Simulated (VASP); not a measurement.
**G0W0 gap of C (Diamond) against strain**

How does the quasiparticle gap of C (Diamond) follow strain, and does the starting functional get the slope right? The cell has space group Fd-3m. The start is a cell from a database of measured crystal structures.

Main program and level: VASP 6.6.1; PBE; plane waves and PAW (C_GW), in the first sound run; inputs show where later runs differ.

## Step 1: Starting point

The structure is cubic, space group Fd-3m (No. 227). The conventional cell has a = 3.567 Å, b = 3.567 Å, c = 3.567 Å, α = 90.00°, β = 90.00°, γ = 90.00°. C has 4 C at 1.54 Å nearest.

Structure file:

```cif
data_structure
_symmetry_space_group_name_H-M 'Fd-3m:1'
_symmetry_Int_Tables_number 227
_cell_length_a 3.5667
_cell_length_b 3.5667
_cell_length_c 3.5667
_cell_angle_alpha 90.000
_cell_angle_beta 90.000
_cell_angle_gamma 90.000
_cell_volume 45.37
loop_
_atom_site_label
_atom_site_type_symbol
_atom_site_symmetry_multiplicity
_atom_site_Wyckoff_symbol
_atom_site_fract_x
_atom_site_fract_y
_atom_site_fract_z
_atom_site_occupancy
C1 C 8 a 0.25000 0.25000 0.25000 1
```

## Step 2: Ground state

The orbitals come from a self-consistent PBE run with a tight EDIFF and a narrow smearing. KPOINTS_OPT adds the bands along a path, which shows whether the mesh holds the band edges.

The input, INCAR:

```
SYSTEM = C
PREC = Accurate
ENCUT = 440
EDIFF = 1E-08
NELM = 100
ISMEAR = 0
SIGMA = 0.01
LREAL = .FALSE.
ALGO = Normal
GGA = PE
NBANDS = 10
LORBIT = 11
LWAVE = .TRUE.
LCHARG = .FALSE.
KPAR = 8
```

The input, POSCAR:

```
C
1.0
    0.0000000000      1.7833700000      1.7833700000
    1.7833700000      0.0000000000      1.7833700000
    1.7833700000      1.7833700000      0.0000000000
C
2
Direct
    0.7500000000      0.7500000000      0.7500000000
    0.5000000000      0.5000000000      0.5000000000
```

The input, KPOINTS:

```
Automatic mesh
0
Gamma
8 8 8
0 0 0
```

The input, KPOINTS_OPT:

```
Line mode
12
Line-mode
Reciprocal
  0.00000000   0.00000000   0.00000000 GAMMA
  0.50000000   0.00000000   0.50000000 X

  0.50000000   0.00000000   0.50000000 X
  0.50000000   0.25000000   0.75000000 W

  0.50000000   0.25000000   0.75000000 W
  0.37500000   0.37500000   0.75000000 K

  0.37500000   0.37500000   0.75000000 K
  0.00000000   0.00000000   0.00000000 GAMMA

  0.00000000   0.00000000   0.00000000 GAMMA
  0.50000000   0.50000000   0.50000000 L

  0.50000000   0.50000000   0.50000000 L
  0.62500000   0.25000000   0.62500000 U

  0.62500000   0.25000000   0.62500000 U
  0.50000000   0.25000000   0.75000000 W

  0.50000000   0.25000000   0.75000000 W
  0.50000000   0.50000000   0.50000000 L

  0.50000000   0.50000000   0.50000000 L
  0.37500000   0.37500000   0.75000000 K

  0.62500000   0.25000000   0.62500000 U
  0.50000000   0.00000000   0.50000000 X
```

Potentials, in the order of the species: C_GW (PBE family, release 64).

The run is started by

```sh
$ mpirun -np 8 vasp_std
```

The log of the run:

```text
[banner, memory and clock lines left out]
running    8 mpi-ranks, on    1 nodes
 distrk:  each k-point on    1 cores,    8 groups
 distr:  one band on    1 cores,    1 groups

 POSCAR found type information on POSCAR C
 POSCAR found :  1 types and       2 ions
|                                                                             |
|           W    W    AA    RRRRR   N    N  II  N    N   GGGG   !!!           |
|           W    W   A  A   R    R  NN   N  II  NN   N  G    G  !!!           |
|           W    W  A    A  R    R  N N  N  II  N N  N  G       !!!           |
|           W WW W  AAAAAA  RRRRR   N  N N  II  N  N N  G  GGG   !            |
|           WW  WW  A    A  R   R   N   NN  II  N   NN  G    G                |
|           W    W  A    A  R    R  N    N  II  N    N   GGGG   !!!           |
|                                                                             |
|     For optimal performance we recommend to set                             |
|       NCORE = 2 up to number-of-cores-per-socket                            |
|     NCORE specifies how many cores store one orbital (NPAR=cpu/NCORE).      |
|     This setting can greatly improve the performance of VASP for DFT.       |
|     The default, NCORE=1 might be grossly inefficient on modern             |
|     multi-core architectures or massively parallel machines. Do your        |
|     Unfortunately you need to use the default for GW and RPA                |
|     calculations (for HF NCORE is supported but not extensively tested      |
|     yet).                                                                   |
|                                                                             |

 LDA part: xc-table for (Slater+PW92), standard interpolation
 POSCAR, INCAR and KPOINTS ok, starting setup
 FFT: planning ... GRIDC
 FFT: planning ... GRID_SOFT
 FFT: planning ... GRID
 WAVECAR not read
 entering main loop
       N       E                     dE             d eps       ncg     rms          rms(c)
DAV:   1     0.116137133578E+02    0.11614E+02   -0.44003E+03   596   0.692E+02
DAV:   2    -0.182342438263E+02   -0.29848E+02   -0.28175E+02   766   0.191E+02
DAV:   3    -0.188163115771E+02   -0.58207E+00   -0.57929E+00   712   0.201E+01
DAV:   4    -0.188179911018E+02   -0.16795E-02   -0.16794E-02   664   0.122E+00
DAV:   5    -0.188179979174E+02   -0.68157E-05   -0.68155E-05   696   0.775E-02    0.479E+00
DAV:   6    -0.183300894211E+02    0.48791E+00   -0.26583E-01   806   0.502E+00    0.263E+00
DAV:   7    -0.181636172507E+02    0.16647E+00   -0.30819E-01   826   0.518E+00    0.360E-01
DAV:   8    -0.181651540925E+02   -0.15368E-02   -0.63770E-03   612   0.836E-01    0.496E-02
DAV:   9    -0.181652198395E+02   -0.65747E-04   -0.89651E-05   762   0.110E-01    0.175E-02
DAV:  10    -0.181652360483E+02   -0.16209E-04   -0.15180E-05   614   0.391E-02    0.156E-03
DAV:  11    -0.181652363097E+02   -0.26147E-06   -0.34198E-07   752   0.602E-03    0.393E-04
DAV:  12    -0.181652363905E+02   -0.80730E-07   -0.66547E-09   608   0.102E-03    0.282E-05
DAV:  13    -0.181652363926E+02   -0.21726E-08   -0.46163E-11   338   0.852E-05
   1 F= -.18165236E+02 E0= -.18165236E+02  d E =-.457208E-59
 Start KPOINTS_OPT (optional k-point list driver)
k-point batch [1-29\120]
       N       E                     dE             ncg
DAV:   1     0.106124973157E+04   -0.95178E+04      596
DAV:   2     0.186320541599E+03   -0.87493E+03      792
DAV:   3     0.174097986588E+03   -0.12223E+02      700
DAV:   4     0.174058855662E+03   -0.39131E-01      638
DAV:   5     0.174058686951E+03   -0.16871E-03      698
DAV:   6     0.174058685901E+03   -0.10493E-05      684
DAV:   7     0.174058685893E+03   -0.83378E-08      702
[...]
k-point batch [117-120\120]
       N       E                     dE             ncg
DAV:   1     0.989792929080E+04   -0.15130E+04       80
DAV:   2     0.978980406001E+04   -0.10813E+03      116
DAV:   3     0.978812756987E+04   -0.16765E+01       92
DAV:   4     0.978812110606E+04   -0.64638E-02       98
DAV:   5     0.978812108696E+04   -0.19094E-04      104
DAV:   6     0.978812108694E+04   -0.22686E-07      104
DAV:   7     0.978812108694E+04   -0.10914E-09      104
 writing wavefunctions
```

Wall time 2 s (8 MPI ranks of Intel Xeon 6975P-C (Granite Rapids), shared host); peak memory 0.85 GiB.

The logs omit lines about the potential files and the build; timing stands in the text.

From OUTCAR (step 2):

```text
ion  position               nearest neighbor table
   1  0.750  0.750  0.750-   2 1.54   2 1.54   2 1.54   2 1.54
   2  0.500  0.500  0.500-   1 1.54   1 1.54   1 1.54   1 1.54

  LATTYP: Found a face centered cubic cell.
 ALAT       =     3.5667400000

 Subroutine GETGRP returns: Found 48 space group operations
 (whereof 24 operations were pure point group operations)

The static configuration has the point symmetry T_d .
 The point group associated with its full space group is O_h .

 Found     29 irreducible k-points:

   k-points           NKPTS =     29   k-points in BZ     NKDIM =     29   number of bands    NBANDS=     10

   dimension x,y,z NGX =    18 NGY =   18 NGZ =   18
   dimension x,y,z NGXF=    36 NGYF=   36 NGZF=   36

   ENCUT  =  440.0 eV  32.34 Ry    5.69 a.u.   4.31  4.31  4.31*2*pi/ulx,y,z

   NELECT =       8.0000    total number of electrons

 k-points in reciprocal lattice and weights: Automatic mesh
   0.00000000  0.00000000  0.00000000       0.002
   0.12500000  0.00000000  0.00000000       0.016
   0.25000000  0.00000000  0.00000000       0.016
   0.37500000  0.00000000  0.00000000       0.016
   0.50000000  0.00000000  0.00000000       0.008
   0.12500000  0.12500000  0.00000000       0.012
   0.25000000  0.12500000  0.00000000       0.047
   0.37500000  0.12500000  0.00000000       0.047
   0.50000000  0.12500000  0.00000000       0.047
[...]
-0.37500000  0.50000000  0.12500000       0.023
  -0.25000000  0.50000000  0.25000000       0.012

 average (electrostatic) potential at core
       1 -45.3637       2 -45.3637

 E-fermi :   9.8740

 k-point     1 :       0.0000    0.0000    0.0000
  band No.  band energies     occupation
      1     -11.7117      2.00000
      2       9.7616      2.00000
      3       9.7616      2.00000
      4       9.7616      2.00000
      5      15.3547      0.00000
      6      15.3547      0.00000
      7      15.3547      0.00000
      8      23.0803      0.00000
      9      29.0581      0.00000
    ...

 k-point     2 :       0.1250    0.0000    0.0000
  band No.  band energies     occupation
      1     -11.2797      2.00000
      2       7.3575      2.00000
      3       9.1125      2.00000
      4       9.1125      2.00000
      5      16.2139      0.00000
      6      16.2139      0.00000
      7      16.6402      0.00000
      8      23.4503      0.00000
      9      29.7104      0.00000
    ...

 k-point     3 :       0.2500    0.0000    0.0000
  band No.  band energies     occupation
      1      -9.9971      2.00000
      2       3.1782      2.00000
      3       8.0195      2.00000
      4       8.0195      2.00000
      5      17.5539      0.00000
      6      17.5539      0.00000
      7      17.9062      0.00000
      8      24.3944      0.00000
      9      30.4784      0.00000
    ...

  Total       -0.2796796     -0.2796796     -0.2796796      0.0000000      0.0000000      0.0000000
  in kB      -39.5018151    -39.5018151    -39.5018151      0.0000000      0.0000000      0.0000000
  external PRESSURE =     -39.5018151 kB  Pullay stress =       0.0000000 kB

  energy-cutoff  :      440.00
  volume of cell :       11.34
      direct lattice vectors                 reciprocal lattice vectors
     0.000000000  1.783370000  1.783370000    -0.280368067  0.280368067  0.280368067
     1.783370000  0.000000000  1.783370000     0.280368067 -0.280368067  0.280368067
     1.783370000  1.783370000  0.000000000     0.280368067  0.280368067 -0.280368067

 POSITION                                       TOTAL-FORCE (eV/Angst)
 -----------------------------------------------------------------------------------
      2.67505      2.67505      2.67505         0.000000      0.000000      0.000000
      1.78337      1.78337      1.78337        -0.000000     -0.000000     -0.000000
 -----------------------------------------------------------------------------------
    total drift:                                0.000000     -0.000000      0.000000

  FREE ENERGIE OF THE ION-ELECTRON SYSTEM (eV)
  ---------------------------------------------------
  free  energy   TOTEN  =       -18.1652363926 eV

  energy  without entropy=      -18.1652363926  energy(sigma->0) =      -18.16523639

 total charge
# of ion       s       p       d       tot
------------------------------------------
    1        0.802   1.714   0.000   2.516
    2        0.802   1.714   0.000   2.516
--------------------------------------------------
tot          1.605   3.427   0.000   5.032

[... 3 further parts left out ...]
```

This step gave:

```
free energy (TOTEN)               : -18.17 eV
Fermi energy                      : 9.874 eV
pressure                          : -3.950 GPa
least gap on mesh and path        : 4.130 eV
least direct gap on mesh and path : 5.593 eV
```

The highest empty bands on the path are converged less tightly, to about 0.1 eV. Electronic bands along the path, in eV, zero at the valence-band top; v1 is the highest filled band, c1 the lowest empty one:

| point | v3 | v2 | v1 | c1 | c2 | c3 | c4 |
| --- | --- | --- | --- | --- | --- | --- | --- |
| Γ | 0.00 | 0.00 | 0.00 | 5.59 | 5.59 | 5.59 | 13.32 |
| 0.45 of the way | -3.84 | -3.72 | -3.72 | 4.57 | 10.89 | 10.89 | 10.99 |
| X | -12.76 | -6.29 | -6.29 | 4.76 | 4.76 | 16.81 | 16.81 |
| 0.45 of the way | -12.48 | -7.17 | -7.17 | 6.54 | 6.54 | 15.80 | 15.80 |
| W | -11.97 | -8.31 | -8.31 | 10.63 | 10.63 | 12.32 | 12.32 |
| 0.45 of the way | -11.66 | -9.01 | -6.77 | 7.76 | 10.84 | 13.31 | 14.15 |
| K | -11.73 | -9.31 | -5.36 | 5.68 | 10.75 | 14.37 | 15.63 |
| 0.45 of the way | -7.14 | -6.15 | -2.07 | 8.55 | 8.62 | 10.65 | 13.66 |
| Γ | 0.00 | 0.00 | 0.00 | 5.59 | 5.59 | 5.59 | 13.32 |
| 0.55 of the way | -7.36 | -1.91 | -1.91 | 7.97 | 7.97 | 8.29 | 14.82 |
| L | -13.37 | -2.79 | -2.79 | 8.46 | 8.46 | 8.84 | 15.70 |
| 0.45 of the way | -12.73 | -5.43 | -3.77 | 7.34 | 10.49 | 11.31 | 15.17 |
| U | -11.73 | -9.31 | -5.36 | 5.68 | 10.75 | 14.37 | 15.63 |
| 0.55 of the way | -11.66 | -9.01 | -6.77 | 7.76 | 10.84 | 13.31 | 14.15 |
| W | -11.97 | -8.31 | -8.31 | 10.63 | 10.63 | 12.32 | 12.32 |
| 0.45 of the way | -12.19 | -6.74 | -5.00 | 8.40 | 9.60 | 13.45 | 14.65 |
| L | -13.37 | -2.79 | -2.79 | 8.46 | 8.46 | 8.84 | 15.70 |
| 0.55 of the way | -12.46 | -6.31 | -4.08 | 6.99 | 11.22 | 12.16 | 14.70 |
| K | -11.73 | -9.31 | -5.36 | 5.68 | 10.75 | 14.37 | 15.63 |
| jump to U | -11.73 | -9.31 | -5.36 | 5.68 | 10.75 | 14.37 | 15.63 |
| 0.45 of the way | -12.45 | -7.75 | -6.00 | 5.04 | 6.99 | 16.00 | 16.40 |
| X | -12.76 | -6.29 | -6.29 | 4.76 | 4.76 | 16.81 | 16.81 |

The electronic bands as a text plot (rows in eV, shown from -8.0 to 10.1 only):

```
    9.8 |   ++              + +            +       ++  +  +
    9.0 |                     +         ++++     +  ++++++    +
    8.2 |  +  +     +       ++        ++++++         +++++
    7.5 |              +   +  ++     +      +             +
    6.7 | +    +          +    ++  +++       +  +          ++  +
    6.0 |+      +  +    ++      ++ +          ++             +
    5.2 |+++      +               +                           +++
    4.5 |   ++++++                                              +
    3.7 |
    3.0 |
    2.2 |
    1.4 |
    0.7 |
   -0.1 |*                      ****
   -0.8 | *                    * *  **
   -1.6 |  *                  * *  *  *
   -2.3 |   *                * *       **
   -3.1 |   *               *  *    *    ***           ***
   -3.8 |                 **               **         *   **
   -4.6 |    *                *      *       **      *    * *
   -5.4 |    ***        **                  *  *    * *      **
   -6.1 |       ***          **                 *    *     *   **
   -6.9 |     *    *   *     *               *     *
   -7.6 |           *       *         *          *  *          *
         Γ       X    W  K        Γ      L     U  W     L   K|U X
```

The cell has a gap of 4.13 eV on mesh and path and a pressure of -4.0 GPa, which holds the misfit of the given cell and coordinates with this functional, and any error of cutoff, mesh and data sets.

## Step 3: Empty bands

The next step needs empty bands that the ground-state run didn't converge, so the Hamiltonian is diagonalised exactly for NBANDS bands, in a single step. LOPTICS writes the k-derivatives of the orbitals (WAVEDER), which give the long-wavelength limit of the screening.

The input, INCAR:

```
SYSTEM = C
PREC = Accurate
ENCUT = 440
ISMEAR = 0
SIGMA = 0.01
LREAL = .FALSE.
GGA = PE
NBANDS = 48
ALGO = Exact
NELM = 1
LWAVE = .TRUE.
LCHARG = .FALSE.
LOPTICS = .TRUE.
NEDOS = 1000
CSHIFT = 0.1
```

POSCAR is that of step 2.

KPOINTS is that of step 2.

The run is started by

```sh
$ mpirun -np 8 vasp_std
```

The log of the run:

```text
[banner, memory and clock lines left out]
running    8 mpi-ranks, on    1 nodes
 distrk:  each k-point on    8 cores,    1 groups
 distr:  one band on    1 cores,    8 groups

 POSCAR found type information on POSCAR C
 POSCAR found :  1 types and       2 ions
 [... a notice as in an earlier step ...]

 LDA part: xc-table for (Slater+PW92), standard interpolation
 found WAVECAR, reading the header
  number of bands has changed, file:    10 present:    48
  trying to continue reading WAVECAR, but it might fail
 POSCAR, INCAR and KPOINTS ok, starting setup
 FFT: planning ... GRIDC
 FFT: planning ... GRID_SOFT
 FFT: planning ... GRID
 reading WAVECAR
 random initialization beyond band           10
 the WAVECAR file was read successfully
 initial charge from wavefunction
 entering main loop
       N       E                     dE             d eps       ncg     rms          rms(c)
DIA:   1    -0.181652363910E+02   -0.18165E+02    0.00000E+00     0   0.000E+00
   1 F= -.18165236E+02 E0= -.18165236E+02  d E =-.196742E-90
 writing wavefunctions
 optical routines
 imaginary and real dielectric function
 recalculating local potential from charge density
 direction            1
 direction            2
 direction            3
```

It took 2 s on 8 MPI ranks; peak memory 0.81 GiB; 9.1 s of CPU time.

Parts of OUTCAR (step 3):

```text
 Found     29 irreducible k-points:

   k-points           NKPTS =     29   k-points in BZ     NKDIM =     29   number of bands    NBANDS=     48

   NELECT =       8.0000    total number of electrons

 E-fermi :   9.9025

  Total       -0.2796786     -0.2796786     -0.2796786     -0.0000000     -0.0000000      0.0000000
  in kB      -39.5016724    -39.5016724    -39.5016724     -0.0000000     -0.0000000      0.0000000
  external PRESSURE =     -39.5016724 kB  Pullay stress =       0.0000000 kB

  FREE ENERGIE OF THE ION-ELECTRON SYSTEM (eV)
  ---------------------------------------------------
  free  energy   TOTEN  =       -18.1652363910 eV

  energy  without entropy=      -18.1652363910  energy(sigma->0) =      -18.16523639

 plasma frequency squared (from intraband transitions) (eV^2)
  --------------------------------------------------------------------------------------
       0.000      -0.000      -0.000
      -0.000       0.000      -0.000
       0.000      -0.000       0.000

[... 16 parts as in an earlier step ...]
```

The gap is read on the k-mesh alone, so it is an upper bound where the band edges lie off the mesh, and a coarse mesh can show a gap where there is none.

A gap read on the k-mesh alone can miss the band edges.

Numbers from this step:

```
gap on the k-mesh              : 4.134 eV
least direct gap on the k-mesh : 5.593 eV
```

WAVECAR now holds 48 bands for 8 electrons. Its independent-particle dielectric tensor has xx, yy, zz = 6.0, 6.0, 6.0 on this mesh. It isn't tested for convergence in mesh or bands and lacks local fields, and at a small direct gap a coarse mesh makes it too large, which overscreens the GW step.

[end of part 1 of 4]

[Lines on the potential files, build, host, timing and source positions are cut from VASP's logs without a mark.]

[Logs are printed without paths, hosts, clocks, repeated set-up lines and the standing remarks that a program may print on its own settings, such as how far it seeks lower states.]

[Hosts, paths, dates, database ids (printed as entryN), source tags and the programs' standing remarks are cut or masked in the printed files.]

[Pressures printed for these runs are not shown converged in the cutoff: they can be off by several GPa and have the wrong sign.]

[In band tables of VASP the shares of atoms and orbitals are scaled to a sum of 1 inside the atoms' spheres.]
